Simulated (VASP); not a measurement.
Given:

```
Yb
1.0
    0.00000     2.63909     2.63909
    2.63909     0.00000     2.63909
    2.63909     2.63909     0.00000
Yb
1
Direct
  0.00000   0.00000   0.00000
```

Calculation: PBEsol GGA, VASP's PBE PAW potentials (set 64) (plane waves; VASP). Numerical set-up: 520 eV cut-off, Gaussian smearing of 0.050 eV, potentials Yb_2.

The 4f electrons are frozen in the core of the lanthanide potential, so 4f levels, which can set the real gap, and their magnetism are missing.

Task: Give the energies of bands 4 to 7 at the high-symmetry points, in eV from the valence-band maximum.

Result: 
| band | Γ | X | U | L | W |
|---|---|---|---|---|---|
| 4 | -5.13 | -1.13 | -0.32 | -1.78 | -0.05 |
| 5 | 3.09 | 0.26 | 0.20 | 0.31 | 0.87 |
| 6 | 3.09 | 1.69 | 1.26 | 2.85 | 0.87 |
| 7 | 3.09 | 6.92 | 4.67 | 2.85 | 2.75 |

The gap is indirect, 0.03 eV, from the valence maximum at L-W at 0.71 to the conduction minimum at K-Γ at 0.07.

The compound is Yb in the fcc structure. It was relaxed first, which changed the volume by -11 %.
